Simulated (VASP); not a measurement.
# ZnAu: structure and properties in VASP, part 2 of 4

Wanted: the relaxed cell of ZnAu and its properties. The start is a cell from a database of measured crystal structures.

VASP 6.6.1; LDA; plane waves and PAW (Zn, Au).

Still holding for the runs below: This run has no spin polarisation. Its electron count is odd, so without a moment it is a metal by construction. The k-mesh is coarse for a metal.

So far. Step 2 (Relaxing cell and atoms (LDA)): It ends with forces that vanish by symmetry and a pressure of -0.03 GPa. The volume lies -4.5 % from that of the database's start, which holds the thermal and zero-point expansion of its experiment. LDA is known to overbind. Step 3 (Second relaxation): It ends with forces that vanish by symmetry and a pressure of 0.01 GPa. The volume moved by only 0.10 %, so the volume is settled.

### 4. Single point with fields (LDA)

A single point on the relaxed cell gives a clean self-consistent state, with density, ELF and potential written out.

INCAR

```
SYSTEM = ZnAu
PREC = Accurate
ENCUT = 400
EDIFF = 1E-06
NELM = 100
ISMEAR = 1
SIGMA = 0.2
LREAL = .FALSE.
ALGO = Normal
GGA = CA
NBANDS = 17
LASPH = .TRUE.
LORBIT = 11
LWAVE = .FALSE.
LCHARG = .TRUE.
ISIF = 2
LELF = .TRUE.
LVHAR = .TRUE.
```

POSCAR

```
ZnAu
1.0
    3.0982592306      0.0000000000      0.0000000000
    0.0000000000      3.0982592306      0.0000000000
    0.0000000000      0.0000000000      3.0982592306
Zn Au
1 1
Direct
    0.5000000000      0.5000000000      0.5000000000
    0.0000000000      0.0000000000      0.0000000000
```

KPOINTS

```
Automatic mesh
0
Gamma
6 6 6
0 0 0
```

Potentials, in the order of the species: Zn and Au (LDA family, release 64).

Run with:

```console
mpirun -np 2 vasp_std
```

Log:

```text
[banner, memory and clock lines left out]
running    2 mpi-ranks, on    1 nodes
 distrk:  each k-point on    2 cores,    1 groups
 distr:  one band on    1 cores,    2 groups

 POSCAR found type information on POSCAR ZnAu
 POSCAR found :  2 types and       2 ions
 LDA part: xc-table for (Slater(with rela. corr.)+CA(PZ))
 , standard interpolation
|                                                                             |
|           W    W    AA    RRRRR   N    N  II  N    N   GGGG   !!!           |
|           W    W   A  A   R    R  NN   N  II  NN   N  G    G  !!!           |
|           W    W  A    A  R    R  N N  N  II  N N  N  G       !!!           |
|           W WW W  AAAAAA  RRRRR   N  N N  II  N  N N  G  GGG   !            |
|           WW  WW  A    A  R   R   N   NN  II  N   NN  G    G                |
|           W    W  A    A  R    R  N    N  II  N    N   GGGG   !!!           |
|                                                                             |
|     The number of bands has been changed from the values supplied in        |
|     The orbitals not found in the WAVECAR file will be initialized with     |
|     random numbers, which is usually adequate. For correlated               |
|     calculations, however, you should redo the groundstate calculation.     |
|     I found NBANDS = 17. Now, NBANDS = 18.                                  |
|                                                                             |

 POSCAR, INCAR and KPOINTS ok, starting setup
 FFT: planning ... GRIDC
 FFT: planning ... GRID_SOFT
 FFT: planning ... GRID
 WAVECAR not read
 entering main loop
       N       E                     dE             d eps       ncg     rms          rms(c)
DAV:   1     0.111603975092E+03    0.11160E+03   -0.97920E+03   760   0.141E+03
DAV:   2    -0.330509558663E+01   -0.11491E+03   -0.10981E+03   730   0.272E+02
DAV:   3    -0.726151298811E+01   -0.39564E+01   -0.39339E+01   818   0.584E+01
DAV:   4    -0.729222786840E+01   -0.30715E-01   -0.30702E-01   784   0.442E+00
DAV:   5    -0.729256351004E+01   -0.33564E-03   -0.33563E-03   768   0.507E-01    0.984E+00
DAV:   6    -0.676310639417E+01    0.52946E+00   -0.14427E+00   764   0.133E+01    0.600E+00
DAV:   7    -0.672682389385E+01    0.36283E-01   -0.33599E-02   962   0.382E+00    0.311E+00
DAV:   8    -0.671520695053E+01    0.11617E-01   -0.97700E-03   752   0.101E+00    0.145E-01
DAV:   9    -0.671517743507E+01    0.29515E-04   -0.31013E-04   886   0.363E-01    0.661E-02
DAV:  10    -0.671517685190E+01    0.58317E-06   -0.42044E-05   752   0.594E-02    0.194E-02
DAV:  11    -0.671517629359E+01    0.55830E-06   -0.14645E-06   570   0.129E-02
   1 F= -.67151763E+01 E0= -.67122868E+01  d E =-.866841E-02
```

The job ended after 2.8 s (2 MPI ranks of Intel Xeon 6975P-C (Granite Rapids), shared host; peak memory 0.2 GiB; 4.5 s of CPU time).

From OUTCAR (step 4):

```text
  LATTYP: Found a simple cubic cell.
 ALAT       =     3.0982592306

The static configuration has the point symmetry O_h .

 Found     20 irreducible k-points:

   k-points           NKPTS =     20   k-points in BZ     NKDIM =     20   number of bands    NBANDS=     18

   NELECT =      23.0000    total number of electrons

 E-fermi :   7.6010

 k-point     1 :       0.0000    0.0000    0.0000
  band No.  band energies     occupation
    ...
      7       1.8562      2.00000
      8       1.8562      2.00000
      9       3.6513      2.00000
     10       3.6513      2.00000
     11       3.6513      2.00000
     12      12.4796      0.00000
     13      12.4796      0.00000
     14      12.4796      0.00000
     15      16.8219      0.00000
     16      20.0603      0.00000
    ...

 k-point     2 :       0.1667    0.0000    0.0000
  band No.  band energies     occupation
    ...
      7       1.7620      2.00000
      8       1.9848      2.00000
      9       3.2783      2.00000
     10       3.2783      2.00000
     11       3.6060      2.00000
     12       9.7775     -0.00000
     13      13.4259      0.00000
     14      13.4259      0.00000
     15      17.9835      0.00000
     16      19.4877      0.00000
    ...

  Total       -0.0088485     -0.0088485     -0.0088485      0.0000000      0.0000000      0.0000000
  in kB       -0.4766818     -0.4766818     -0.4766818      0.0000000      0.0000000      0.0000000
  external PRESSURE =      -0.4766818 kB  Pullay stress =       0.0000000 kB

  energy-cutoff  :      400.00
  volume of cell :       29.74
      direct lattice vectors                 reciprocal lattice vectors
     3.098259231  0.000000000  0.000000000     0.322761888  0.000000000  0.000000000
     0.000000000  3.098259231  0.000000000     0.000000000  0.322761888  0.000000000
     0.000000000  0.000000000  3.098259231     0.000000000  0.000000000  0.322761888

 POSITION                                       TOTAL-FORCE (eV/Angst)
 -----------------------------------------------------------------------------------
      1.54913      1.54913      1.54913         0.000000      0.000000      0.000000
      0.00000      0.00000      0.00000         0.000000      0.000000      0.000000
 -----------------------------------------------------------------------------------
    total drift:                               -0.000000      0.000000     -0.000000

  FREE ENERGIE OF THE ION-ELECTRON SYSTEM (eV)
  ---------------------------------------------------
  free  energy   TOTEN  =        -6.7151762936 eV

  energy  without entropy=       -6.7065078883  energy(sigma->0) =       -6.71228683

 total charge
# of ion       s       p       d       tot
------------------------------------------
    1        0.543   0.497   9.777  10.816
    2        0.639   0.430   8.705   9.774
--------------------------------------------------
tot          1.181   0.927  18.482  20.590

[... 5 parts as in an earlier step ...]

[... 5 further parts left out ...]
```

This step gave:

- SCF cycles: 11
- bands: 18
- pressure: -0.04767 GPa

Valence electrons inside each PAW sphere by angular momentum. Sphere charges, by row:

```csv
atom,s (e),p (e),d (e),tot (e)
Zn1,0.543,0.497,9.777,10.82
Au2,0.639,0.43,8.705,9.774
```

Electrostatic potential energy in the ac plane at fractional y = 0.000, with atoms of Au within 0.2 Å of it. With pseudopotentials it is smooth inside the atoms' cores, unlike the true potential.

Ten even steps from '0' (-69 eV) to '9' (2 eV):
```
0002479999974200
0013589999985310
2235799999997532
4457899999998754
7789999999999987
9999999999999999
9999999999999999
9999999999999999
9999999999999999
9999999999999999
7789999999999987
4457899999998754
2235799999997532
0013589999985310
0002479999974200
0002479999974200
```
Columns run along a (3.1 Å; values clipped at the 3rd and 97th percentile), rows up along c (3.1 Å). Atoms in or near the plane, at fractional coordinates: Au at (0.00, 0.00).

Valence density in the ac plane at fractional y = 0.000, with atoms of Au within 0.2 Å of it. It is the smooth field of the valence electrons, not physical close to the nuclei.

Ten even steps from '0' (0.1 e/Å³) to '9' (4.8 e/Å³):
```
9864210000012468
7653210000012356
5432100000001234
3221000000000122
1110000000000011
0000000000000000
0000000000000000
0000000000000000
0000000000000000
0000000000000000
1110000000000011
3221000000000122
5432100000001234
7653210000012356
9864210000012468
9975310000013579
```
Columns run along a (3.1 Å), rows up along c (3.1 Å). Atoms in or near the plane, at fractional coordinates: Au at (0.00, 0.00).

ELF in the ac plane at fractional y = 0.000, with atoms of Au within 0.2 Å of it. It is the smooth field of the valence electrons, not physical close to the nuclei.

Values, 16 rows by 16 columns:
```
0.00 0.00 0.02 0.13 0.31 0.37 0.30 0.22 0.21 0.22 0.30 0.37 0.31 0.13 0.02 0.00
0.01 0.02 0.07 0.21 0.35 0.36 0.28 0.23 0.22 0.23 0.28 0.36 0.35 0.21 0.07 0.02
0.11 0.13 0.21 0.31 0.37 0.33 0.27 0.24 0.22 0.24 0.27 0.33 0.37 0.31 0.21 0.13
0.30 0.31 0.35 0.37 0.35 0.29 0.26 0.24 0.22 0.24 0.26 0.29 0.35 0.37 0.35 0.31
0.38 0.37 0.36 0.33 0.29 0.27 0.25 0.23 0.22 0.23 0.25 0.27 0.29 0.33 0.36 0.37
0.30 0.30 0.28 0.27 0.26 0.25 0.24 0.22 0.21 0.22 0.24 0.25 0.26 0.27 0.28 0.30
0.22 0.22 0.23 0.24 0.24 0.23 0.22 0.21 0.21 0.21 0.22 0.23 0.24 0.24 0.23 0.22
0.21 0.21 0.22 0.22 0.22 0.22 0.21 0.21 0.20 0.21 0.21 0.22 0.22 0.22 0.22 0.21
0.22 0.22 0.23 0.24 0.24 0.23 0.22 0.21 0.21 0.21 0.22 0.23 0.24 0.24 0.23 0.22
0.30 0.30 0.28 0.27 0.26 0.25 0.24 0.22 0.21 0.22 0.24 0.25 0.26 0.27 0.28 0.30
0.38 0.37 0.36 0.33 0.29 0.27 0.25 0.23 0.22 0.23 0.25 0.27 0.29 0.33 0.36 0.37
0.30 0.31 0.35 0.37 0.35 0.29 0.26 0.24 0.22 0.24 0.26 0.29 0.35 0.37 0.35 0.31
0.11 0.13 0.21 0.31 0.37 0.33 0.27 0.24 0.22 0.24 0.27 0.33 0.37 0.31 0.21 0.13
0.01 0.02 0.07 0.21 0.35 0.36 0.28 0.23 0.22 0.23 0.28 0.36 0.35 0.21 0.07 0.02
0.00 0.00 0.02 0.13 0.31 0.37 0.30 0.22 0.21 0.22 0.30 0.37 0.31 0.13 0.02 0.00
0.44 0.00 0.01 0.11 0.30 0.38 0.30 0.22 0.21 0.22 0.30 0.38 0.30 0.11 0.01 0.00
```
Columns run along a (3.1 Å), rows up along c (3.1 Å). Atoms in or near the plane, at fractional coordinates: Au at (0.00, 0.00).

In this run the pressure is -0.05 GPa, small enough to go on.

### 5. Bands along the symmetry lines (LDA)

The mesh alone shows little of the dispersion and can miss band extrema, so KPOINTS_OPT adds a path through the symmetry points after the self-consistent cycle.

INCAR

```
SYSTEM = ZnAu
PREC = Accurate
ENCUT = 400
EDIFF = 1E-06
NELM = 100
ISMEAR = 1
SIGMA = 0.2
LREAL = .FALSE.
ALGO = Normal
GGA = CA
NBANDS = 23
LASPH = .TRUE.
LORBIT = 11
LWAVE = .FALSE.
LCHARG = .FALSE.
KPAR = 2
```

POSCAR is that of step 4.

KPOINTS is that of step 4.

KPOINTS_OPT

```
Line mode
16
Line-mode
Reciprocal
  0.00000000   0.00000000   0.00000000 GAMMA
  0.00000000   0.50000000   0.00000000 X

  0.00000000   0.50000000   0.00000000 X
  0.50000000   0.50000000   0.00000000 M

  0.50000000   0.50000000   0.00000000 M
  0.00000000   0.00000000   0.00000000 GAMMA

  0.00000000   0.00000000   0.00000000 GAMMA
  0.50000000   0.50000000   0.50000000 R

  0.50000000   0.50000000   0.50000000 R
  0.00000000   0.50000000   0.00000000 X

  0.50000000   0.50000000   0.00000000 M
  0.50000000   0.50000000   0.50000000 R
```

Run with:

```console
mpirun -np 2 vasp_std
```

Log:

```text
[... set-up lines as in an earlier step ...]
 entering main loop
       N       E                     dE             d eps       ncg     rms          rms(c)
DAV:   1     0.120207094616E+03    0.12021E+03   -0.90180E+03   984   0.111E+03
DAV:   2    -0.114753401757E+01   -0.12135E+03   -0.11325E+03   983   0.250E+02
DAV:   3    -0.723887024539E+01   -0.60913E+01   -0.60391E+01  1088   0.569E+01
DAV:   4    -0.729200809569E+01   -0.53138E-01   -0.53127E-01  1102   0.509E+00
DAV:   5    -0.729256084197E+01   -0.55275E-03   -0.55274E-03  1074   0.521E-01    0.984E+00
DAV:   6    -0.676314404717E+01    0.52942E+00   -0.10715E+00  1103   0.104E+01    0.597E+00
DAV:   7    -0.672679205296E+01    0.36352E-01   -0.30187E-02  1296   0.317E+00    0.312E+00
DAV:   8    -0.671524437471E+01    0.11548E-01   -0.95829E-03  1096   0.857E-01    0.161E-01
DAV:   9    -0.671517882201E+01    0.65553E-04   -0.24833E-04  1161   0.403E-01    0.664E-02
DAV:  10    -0.671517666617E+01    0.21558E-05   -0.48839E-05  1117   0.519E-02    0.191E-02
DAV:  11    -0.671517627905E+01    0.38712E-06   -0.10107E-06   875   0.113E-02
   1 F= -.67151763E+01 E0= -.67122867E+01  d E =-.866867E-02
 Start KPOINTS_OPT (optional k-point list driver)
k-point batch [1-20\96]
       N       E                     dE             ncg
DAV:   1     0.287858421163E+04   -0.39212E+04     1016
DAV:   2     0.561843145978E+03   -0.23167E+04      948
DAV:   3     0.449885211325E+03   -0.11196E+03     1137
DAV:   4     0.448905675351E+03   -0.97954E+00     1039
DAV:   5     0.448894048263E+03   -0.11627E-01     1123
DAV:   6     0.448893821521E+03   -0.22674E-03     1053
DAV:   7     0.448893816459E+03   -0.50626E-05     1115
DAV:   8     0.448893816349E+03   -0.10987E-06      719
[...]
k-point batch [81-96\96]
       N       E                     dE             ncg
DAV:   1     0.510329775138E+04   -0.12577E+05      816
DAV:   2     0.334968979350E+04   -0.17536E+04      778
DAV:   3     0.327079474101E+04   -0.78895E+02      911
DAV:   4     0.327012441243E+04   -0.67033E+00      911
DAV:   5     0.327011547727E+04   -0.89352E-02      904
DAV:   6     0.327011529753E+04   -0.17974E-03      918
DAV:   7     0.327011529340E+04   -0.41217E-05      875
DAV:   8     0.327011529331E+04   -0.96513E-07      655
```

The job ended after 6.4 s (2 MPI ranks; peak memory 0.23 GiB).

OUTCAR, selected parts (step 5):

```text
   k-points           NKPTS =     20   k-points in BZ     NKDIM =     20   number of bands    NBANDS=     23

   NELECT =      23.0000    total number of electrons

 E-fermi :   7.6009

 k-point     1 :       0.0000    0.0000    0.0000
  band No.  band energies     occupation
    ...
      7       1.8561      2.00000
      8       1.8561      2.00000
      9       3.6513      2.00000
     10       3.6513      2.00000
     11       3.6513      2.00000
     12      12.4796      0.00000
     13      12.4796      0.00000
     14      12.4796      0.00000
     15      16.8218      0.00000
     16      20.0603      0.00000
    ...

  Total        0.0012850      0.0012850      0.0012850     -0.0000000     -0.0000000      0.0000000
  in kB        0.0692260      0.0692260      0.0692260     -0.0000000     -0.0000000      0.0000000
  external PRESSURE =       0.0692260 kB  Pullay stress =       0.0000000 kB

  FREE ENERGIE OF THE ION-ELECTRON SYSTEM (eV)
  ---------------------------------------------------
  free  energy   TOTEN  =        -6.7151762790 eV

  energy  without entropy=       -6.7065076074  energy(sigma->0) =       -6.71228672

[... 9 parts as in an earlier step ...]

[... 8 further parts left out ...]
```

Spin-orbit coupling is off here; with elements this heavy it splits and shifts levels by tenths of an eV or more.

This step gave:

```yaml
bands: 23
pressure: 0.006923 GPa
```

Electronic bands along the path, in eV, zero at the Fermi level; # counts the bands kept:

```csv
point,#8,#9,#10,#11,#12,#13,#14,#15
Γ,-5.74,-3.95,-3.95,-3.95,4.88,4.88,4.88,9.22
0.53 of the way,-5.48,-4.73,-4.73,-4.05,0.05,7.12,7.12,10.72
X,-5.77,-5.26,-5.26,-4.14,-2.51,10.47,11.31,11.31
0.47 of the way,-5.57,-4.80,-4.22,-3.78,-2.42,5.64,5.84,10.97
M,-4.30,-4.30,-3.33,-2.30,-2.30,0.88,2.61,10.39
0.47 of the way,-5.19,-5.18,-4.73,-4.17,1.22,2.14,8.70,9.30
Γ,-5.74,-3.95,-3.95,-3.95,4.88,4.88,4.88,9.22
0.47 of the way,-5.41,-4.76,-4.76,-4.64,2.88,3.47,3.47,10.69
R,-6.90,-3.27,-3.27,1.27,3.70,3.70,3.70,3.73
0.53 of the way,-5.77,-5.05,-4.26,-1.96,-1.94,5.24,6.16,7.09
X,-5.77,-5.26,-5.26,-4.14,-2.51,10.47,11.31,11.31
jump to M,-4.30,-4.30,-3.33,-2.30,-2.30,0.88,2.61,10.39
0.47 of the way,-5.84,-4.61,-3.30,0.15,0.15,1.18,2.13,7.74
R,-6.90,-3.27,-3.27,1.27,3.70,3.70,3.70,3.73
```

Of the projections kept (Zn, Au), the largest for each band there; the rest of the weight can lie on other orbitals:

```csv
point,#8,#9,#10,#11,#12,#13,#14,#15
Γ,Au 0.73,Au 0.93,Au 0.93,Au 0.93,Zn 0.58,Zn 0.58,Zn 0.58,Zn 0.55
X,Zn 0.82,Au 0.96,Au 0.96,Au 1.00,Au 0.96,Zn 1.00,Au 0.66,Au 0.66
M,Au 0.83,Au 0.83,Au 1.00,Zn 0.50,Zn 0.50,Au 0.86,Zn 0.54,Zn 1.00
Γ,Au 0.73,Au 0.93,Au 0.93,Au 0.93,Zn 0.58,Zn 0.58,Zn 0.58,Zn 0.55
R,Au 0.89,Au 1.00,Au 1.00,Zn 1.00,Au 0.72,Au 0.72,Au 0.72,Au 1.00
X,Zn 0.82,Au 0.96,Au 0.96,Au 1.00,Au 0.96,Zn 1.00,Au 0.66,Au 0.66
```

There is no gap at this level.

(Continued in part 3 of 4.)

[Lines on the potential files, build, host, timing and source positions are cut from VASP's logs without a mark.]

[Logs are printed without paths, hosts, clocks, repeated set-up lines and the standing remarks that a program may print on its own settings, such as how far it seeks lower states.]

[Hosts, paths, dates, database ids (printed as entryN), source tags and the programs' standing remarks are cut or masked in the printed files.]

[A measured line is paired with the nearest computed mode of its activity, which favours agreement.]
